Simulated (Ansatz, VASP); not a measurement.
# Ge2WN4 (WGe2N4 monolayer) in two plane-wave programs

Aim: how closely do two programs agree when they are given the same cell, functional and k mesh? Of the first pair: The structure shown is the start of the Ansatz relaxation below; VASP solves that cell, so the two are compared at the walk's first step.

Main program and level: Ansatz 0.2.0; plane waves, with VASP 6.6.1 beside it; single point at PBE with D3(BJ).

**1. The starting structure**

The cell holds 7 atoms: 4 N, 2 Ge and 1 W. Its edges and angles: a = 3.020 Å, b = 3.020 Å, c = 45.765 Å, α = 90.0°, β = 90.0°, γ = 120.0°. Vacuum lies along c.

Coordinates:

```cif
data_structure
_symmetry_space_group_name_H-M 'P 1'
_symmetry_Int_Tables_number 1
_cell_length_a 3.0200
_cell_length_b 3.0200
_cell_length_c 45.7645
_cell_angle_alpha 90.000
_cell_angle_beta 90.000
_cell_angle_gamma 120.000
_cell_volume 361.47
loop_
_atom_site_label
_atom_site_type_symbol
_atom_site_fract_x
_atom_site_fract_y
_atom_site_fract_z
_atom_site_occupancy
N1 N 0.00000 0.00000 0.41954 1
N2 N 0.33333 0.66667 0.47259 1
N3 N 0.33333 0.66667 0.52741 1
N4 N 0.00000 0.00000 0.58046 1
Ge5 Ge 0.33333 0.66667 0.43238 1
Ge6 Ge 0.33333 0.66667 0.56762 1
W7 W 0.00000 0.00000 0.50000 1
```

**2. Ansatz: relaxation, PBE with D3(BJ)**

Ansatz runs on its PAW soft_1 files.

The two programs are compared at the cell with which this relaxation starts, whose forces are those of its first step.

Input file input.yaml:

```yaml
crystal:
  lattice:
    - [3.02, 0.0, 0.0]
    - [-1.51, 2.6153967194, 0.0]
    - [0.0, 0.0, 45.7645285836]
  atoms:
    - { symbol: "N", position: [0.0, 0.0, 0.4195389004] }
    - { symbol: Ge, position: [0.3333333333, 0.6666666667, 0.4323821251] }
    - { symbol: "N", position: [0.3333333333, 0.6666666667, 0.4725879364] }
    - { symbol: W, position: [0.0, 0.0, 0.5] }
    - { symbol: "N", position: [0.3333333333, 0.6666666667, 0.5274120636] }
    - { symbol: Ge, position: [0.3333333333, 0.6666666667, 0.5676178749] }
    - { symbol: "N", position: [0.0, 0.0, 0.5804610996] }
  periodic: [true, true, false]
kpoints:
  mp_grid: { grid: [12, 12, 1] }
hamiltonian:
  xc: pbe
  dispersion: d3bj
  pseudopotentials: { kind: paw, azcp: { folder: soft_1 } }
scf:
  occupations: { method: fermi_dirac, width: 0.05 }
  convergence: { dr2_threshold: 1.0e-09 }
relax:
  f_tol: 0.004
  max_steps: 90
  cell: {}
output:
  write_potential: true
  write_density: true
  volumetric_format: npy
```

Launch:

```sh
ansatz run input.yaml --threads 2 --pin off --max-ram 3072MiB --backend cpu --events-out ev --progress --plain --runs-dir out
```

Numbers of over 12 decimals in the logs are rounded to 6 here.

The log of the run:

```text
Warning: relax.cell: scf.convergence.dr2_threshold = 1e-9 eV is looser than the 2.32151794471e-10 eV advised for a relaxation that steers and ends on the stress (1e-10 eV for each atom of the cell: 7, times the square of relax.cell.stress_2d_tol = 0.05 N/m over 17.4 Å (the atoms' height at the walk's start and 5 Å past either face), 2.879e-2 GPa, over a crystal's default 0.05). What an SCF threshold leaves in a stress goes as its square root, and in the free energy as the threshold itself, and one threshold admits the most on a small cell: [figures from the program's tests cut] Set scf.convergence.dr2_threshold to 2.32151794471e-10 eV or tighter. [rest of the remark cut]
Engine: ansatz 0.2.0, x86_64-unknown-linux-gnu
Pseudopotentials: kind: paw
Pseudopotential: N, paw, valence charge 5, recommended cutoff 420 eV (normal), soft_1/N.paw.azcp
Pseudopotential: Ge, paw, valence charge 14, recommended cutoff 420 eV (normal), soft_1/Ge.paw.azcp
Pseudopotential: W, paw, valence charge 14, recommended cutoff 420 eV (normal), soft_1/W.paw.azcp
Functional definition: PBE
  parameter kappa = 0.804
  parameter beta = 0.066725
  exchange = pbe_x(kappa = kappa, mu = beta*pi^2/3)
  correlation = pbe_c(beta = beta)
Crystal: 7 atoms, lattice volume = 361.471 Å³
Basis set: ecut = 420 eV, 6921 PW (Γ), exchange–correlation on 48×48×640 points (8 copies of the dense FFT grid, shifted against one another)
Bands: 38, of which v1, the nominal top of the filled ones, is band 31 counted from 1 (30 counted from 0)
Symmetry: 12 space group operations
Space group: P-6m2 (ITA 187), of the structure as read, at distance tolerance 7.1e-5 Å
k-points: 19 of 144 (time reversal used)
Non-local potential: N, projectors of the file, l = 0: 2, l = 1: 2, l = 2: 1
Non-local potential: Ge, projectors of the file, l = 0: 2, l = 1: 2, l = 2: 3, l = 3: 1
Non-local potential: W, projectors of the file, l = 0: 3, l = 1: 2, l = 2: 2, l = 3: 1
PAW form: soft (Blöchl's): semilocal exchange-correlation on the pseudo side does not see the compensation charge
PAW one-centre angular grid: N, 110 points (default); XC on 64 Gauss nodes
PAW one-centre angular grid: Ge, 590 points (default); XC on 64 Gauss nodes
PAW one-centre angular grid: W, 590 points (default); XC on 64 Gauss nodes
Initial density: superposition of atomic densities (neutral atoms: chi_scale 0, normalization atom)
Initial wavefunctions: pseudopotential atomic-orbital guess
Functional: x = pbe(κ = 0.804, μ = 0.219515), c = pbe(β = 0.066725)
SCF iter   1: F=—  HF=-20522.026721 eV  |F-HF|=—  |Δ(HF+E_count)|=         —  Δρ=8.08e-2  dr2=2.66e1  ethr=3.10e-3  ⟨swp⟩=14.2  Hψ=5159  notcnv=0  defer=1
preconditioner: auto → Resta (q_TF=auto, 2.034 Å⁻¹)  ε∞=1.6  [insulator: Δε(μ)=1.704 eV  Ē_g=18.020 eV  σ=0.050 eV  W_gap=1.00  n_scr=28 (ndim 8)  ℏωp=14.4 eV  f_vac=0.760  D(μ)=0.00/eV (n_scr^D=0)  ε∞_Penn≈1.6  vacuum switching on, ρ_ref=2.4e-2 e/Å³]
SCF iter   2: F=—  HF=-20516.678219 eV  |F-HF|=—  |Δ(HF+E_count)|=    5.35e0  Δρ=4.66e-2  dr2=1.07e1  ethr=3.10e-3  ⟨swp⟩=5.3  Hψ=2481  notcnv=0  defer=34
SCF iter   3: F=—  HF=-20515.088685 eV  |F-HF|=—  |Δ(HF+E_count)|=    1.59e0  Δρ=1.61e-2  dr2=1.28e0  ethr=3.10e-3  ⟨swp⟩=4.6  Hψ=1953  notcnv=0  defer=31
SCF iter   4: F=—  HF=-20514.902287 eV  |F-HF|=—  |Δ(HF+E_count)|=   1.86e-1  Δρ=8.77e-3  dr2=1.47e-1  ethr=2.07e-3  ⟨swp⟩=3.8  Hψ=1390  notcnv=0  defer=30
SCF iter   5: F=—  HF=-20514.924202 eV  |F-HF|=—  |Δ(HF+E_count)|=   2.19e-2  Δρ=4.33e-3  dr2=8.74e-2  ethr=2.38e-4  ⟨swp⟩=3.9  Hψ=1837  notcnv=0  defer=32
SCF iter   6: F=—  HF=-20514.908350 eV  |F-HF|=—  |Δ(HF+E_count)|=   1.59e-2  Δρ=1.14e-3  dr2=9.02e-3  ethr=1.41e-4  ⟨swp⟩=3.3  Hψ=1337  notcnv=0  defer=33
SCF iter   7: F=—  HF=-20514.906845 eV  |F-HF|=—  |Δ(HF+E_count)|=   1.50e-3  Δρ=4.25e-4  dr2=1.54e-3  ethr=1.46e-5  ⟨swp⟩=3.5  Hψ=1767  notcnv=0  defer=33
SCF iter   8: F=—  HF=-20514.906608 eV  |F-HF|=—  |Δ(HF+E_count)|=   2.37e-4  Δρ=1.00e-4  dr2=4.94e-5  ethr=2.48e-6  ⟨swp⟩=3.7  Hψ=1554  notcnv=0  defer=33
SCF iter   9: F=—  HF=-20514.906668 eV  |F-HF|=—  |Δ(HF+E_count)|=   6.03e-5  Δρ=2.62e-5  dr2=5.26e-6  ethr=7.96e-8  ⟨swp⟩=3.4  Hψ=1578  notcnv=0  defer=33
SCF iter  10: F=—  HF=-20514.906729 eV  |F-HF|=—  |Δ(HF+E_count)|=   6.11e-5  Δρ=6.63e-6  dr2=1.63e-7  ethr=8.49e-9  ⟨swp⟩=3.3  Hψ=1450  notcnv=0  defer=33
[...]
SCF iter   3: F=—  HF=-20515.000172 eV  |F-HF|=—  |Δ(HF+E_count)|=   3.83e-8  Δρ=6.11e-6  dr2=1.38e-7  ethr=6.89e-10  ⟨swp⟩=3.3  Hψ=1279  notcnv=0
SCF iter   4: F=—  HF=-20515.000172 eV  |F-HF|=—  |Δ(HF+E_count)|=   2.35e-9  Δρ=3.06e-6  dr2=2.05e-8  ethr=2.22e-10  ⟨swp⟩=3.0  Hψ=1132  notcnv=0
SCF iter   5: F=—  HF=-20515.000172 eV  |F-HF|=—  |Δ(HF+E_count)|=  8.08e-10  Δρ=1.07e-6  dr2=3.35e-9  ethr=3.30e-11  ⟨swp⟩=3.4  Hψ=1434  notcnv=0
SCF iter   6: F=-20515.000172 eV  HF=-20515.000172 eV  |F-HF|=4.73e-11  |Δ(HF+E_count)|=  4.07e-10  Δρ=3.03e-7  dr2=2.50e-10  ethr=1.61e-12  ⟨swp⟩=12.7  Hψ=5938  notcnv=0
SCF 8 converged in 6 iterations: F = -20515.000172 eV  dr2 = 2.50e-10
relax step   8: F+E_penalty+E_count = -20515.00017227 eV  Δ(F+E_penalty+E_count) = -3.506e-5 eV  max|allowed force component| = 1.165e-4 eV/Å  Δτ_max = 0.0002 Å  P = -0.002 N/m  Ω = 356.114 Å³  energy of the carried Pulay correction = +3.221e-5 eV  fix = [c, alpha, beta]  reactions: c -0.000 N/m  (6 SCF iters, accepted)
iter 1 solved again at ethr=1.36e-7 eV; its pass at ethr=3.10e-3 eV (dr2=8.42e-5 eV) is discarded
SCF iter   1: F=—  HF=-20515.000027 eV  |F-HF|=—  |Δ(HF+E_count)|=         —  Δρ=1.27e-6  dr2=4.59e-9  ethr=1.36e-7  ⟨swp⟩=7.5  Hψ=9248  notcnv=0
eigensolver tolerance schedule: the retry pair's looser diagonalisation over-reported the residual by 18344.19 of it (diagonalisation noise at 4.10 of the residual, at the tolerance the schedule requests for it); recorded, not acted on — ethr = c·dr2/N_el stays at c = 1.0e-1
SCF iter   2: F=—  HF=-20515.000136 eV  |F-HF|=—  |Δ(HF+E_count)|=   1.09e-4  Δρ=9.73e-7  dr2=7.90e-9  ethr=7.40e-12  ⟨swp⟩=7.2  Hψ=3316  notcnv=0
SCF iter   3: F=-20515.000136 eV  HF=-20515.000136 eV  |F-HF|=7.79e-10  |Δ(HF+E_count)|=   1.84e-9  Δρ=5.00e-7  dr2=6.04e-10  ethr=1.61e-12  ⟨swp⟩=19.6  Hψ=8015  notcnv=0
SCF 9 converged in 3 iterations: F = -20515.000136 eV  dr2 = 6.04e-10
relax step   9: F+E_penalty+E_count = -20515.00013575 eV  Δ(F+E_penalty+E_count) = +3.651e-5 eV  max|allowed force component| = 1.347e-4 eV/Å  Δτ_max = 0.0000 Å  P = -0.003 N/m  Ω = 356.114 Å³  fix = [c, alpha, beta]  reactions: c -0.000 N/m  stress off target by 2.52e-3 N/m on what of the cell is left free  SCF on the basis re-selected at this cell (its energy is not comparable with the rows above)  (3 SCF iters)
basis re-selected at this cell: Δ(F+E_penalty+E_count) = +3.651e-5 eV, ΔP = -0.000 N/m vs the last step (what re-selecting the basis moved, of the pressure what is left beyond the Pulay correction that the steps carried, after the strain that the cell walked since its last selection, with what the two solves' SCF thresholds leave and, on support functions, any second-order correction that the steps lacked; it is no m [...]
WARN: The output density's exchange-correlation potential varies sharply where the density is thin. Do not read a vacuum level from v_tot or v_xc, or from such a field of the output density. On a cell that repeats whose density bears no net charge and no dipole along the vacuum's axis use v_es (v_loc + v_h of the components); under efield.dipole_correction with no amplitude use v_es + v_field, which holds any externa [...]
SCF converged after 3 iterations
Free energy (F): -20515.000136 eV
Harris-Foulkes:  -20515.000136 eV  (|F-HF|=7.79e-10)
Internal energy: -20515.000136 eV  (E = F + TS)
E sigma→0 (E₀):  -20515.000136 eV
Fermi energy:    -4.641778 eV
--- Per-component energies (eV) ---
  E_band       = -1486.910052
  E_kinetic    = 1121.484089
  E_local      = -380205.808158  (includes V_loc(G=0)·N_el)
  E_nonlocal   = 561.059580
  E_hartree    = 189270.564218
  E_xc         = -646.609114
  E_vxc        = -660.639465  (∫ρ·V_xc dr)
  E_paw        = -13127.152808  (= ΣΔE_a)
  E_vpaw       = -844.132001  (= ΣTr[D̂ρ^β])
  E_aug_tail   = 0.003651  (compensation charges beyond the density's cutoff)
  E_ewald      = 182513.155002
  E_disp       = -1.696595  (pairwise vdW)
  E_smearing   = -0.000000  (= −TS)
  E_closure    = 0.000000  (closes the sum)
  Σ components = -20515.000136   (vs F -20515.000136, Δ=0.00e0)
--- Forces (eV/Å), atoms counted from 1 ---
  atom   1  N     -0.00000000    -0.00000000     0.00005086
  atom   2  Ge     0.00000000     0.00000000    -0.00013268
  atom   3  N     -0.00000000    -0.00000000     0.00013466
  atom   4  W     -0.00000000    -0.00000000    -0.00000000
  atom   5  N     -0.00000000    -0.00000000    -0.00013466
  atom   6  Ge     0.00000000     0.00000000     0.00013268
  atom   7  N     -0.00000000    -0.00000000    -0.00005086
  max |Σ_I F_I| component: 1.32e-15 eV/Å
--- 2D stress c σ (N/m, compression-positive) ---
       -0.002524      -0.000000      -0.000000
       -0.000000      -0.002524       0.000000
        0.000000       0.000000       0.000000
  P = ½ c Tr σ = -0.0025 N/m
--- Band table (eV; the first three rows and the last of 19) ---
  k-point 0: bands = [... 27 lower, -8.1389, -8.1389, -7.5841, -5.5520, -3.4525, -3.2530, -2.3707, -2.3707, ... 3 higher]
  k-point 1: bands = [... 27 lower, -8.4031, -8.2657, -7.4505, -5.4716, -3.4154, -3.1853, -2.3906, -2.0850, ... 3 higher]
  k-point 2: bands = [... 27 lower, -8.6758, -8.5907, -7.4998, -5.7902, -3.3777, -2.9234, -2.4262, -1.5478, ... 3 higher]
  k-point 18: bands = [... 27 lower, -9.4382, -8.0156, -7.4638, -5.9823, -3.8696, -1.7981, -1.7776, -0.8418, ... 3 higher]
  the weakly bound empty levels are not read free of the cell's end (no_gap_told)
--- Relaxed structure (7 steps of the walk, 7 accepted, 2 SCFs on fresh bases) ---
  F+E_penalty+E_count = -20515.00013575 eV   max|allowed force component| = 1.347e-4 eV/Å   (the final SCF, on the basis selected at the relaxed cell)
  cell:  # Å, volume = 356.1140 Å³
    - [2.997538, 0.0, 0.0]
    - [-1.498769, 2.595944, 0.0]
    - [0.0, 0.0, 45.7645285836]
  atoms:
    - { symbol: N, position: [1.0573552618555e-17, -5.135725556199064e-17, 0.418344] }
    - { symbol: Ge, position: [0.333333, 0.666667, 0.432256] }
    - { symbol: N, position: [0.333333, 0.666667, 0.473285] }
    - { symbol: W, position: [1.0573552618554981e-17, -5.135725556199064e-17, 0.5] }
    - { symbol: N, position: [0.333333, 0.666667, 0.526715] }
    - { symbol: Ge, position: [0.333333, 0.666667, 0.567744] }
    - { symbol: N, position: [1.0573552618555e-17, -5.135725556199064e-17, 0.581656] }
```

(Continued in part 2 of 2.)

[Lines on the potential files, build, host, timing and source positions are cut from VASP's logs without a mark.]

[Logs are printed without paths, hosts, clocks, repeated set-up lines and the standing remarks that a program may print on its own settings, such as how far it seeks lower states.]

[Hosts, paths, dates, database ids (printed as entryN), source tags and the programs' standing remarks are cut or masked in the printed files.]
